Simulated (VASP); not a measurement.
Consider the following.

```yaml
crystal:
  lattice:
    - [-1.65475, 1.65475, 1.65475]
    - [1.65475, -1.65475, 1.65475]
    - [1.65475, 1.65475, -1.65475]
  atoms:
    - { symbol: Nb, position: [0.00000, 0.00000, 0.00000] }
```

Level of theory: PBE GGA, VASP's PBE PAW potentials (set 64) (plane waves; VASP). Numerical set-up: 520 eV cut-off, 17×17×17 Γ-centred mesh, tetrahedra with Blöchl corrections, potentials Nb_sv.

Problem. Estimate the energy per atom (σ→0), band gap (on the k-mesh) with the smallest direct gap where there is one.

Solution. 
* **band gap (on the k-mesh)**: none (metal, semimetal or under 0.01 eV)
* **energy per atom (σ→0)**: -985.8 kJ/mol of atoms

Total energies compare only between runs with the same potentials, cut-off and functional.

The compound is Nb in the bcc structure. It was relaxed first.
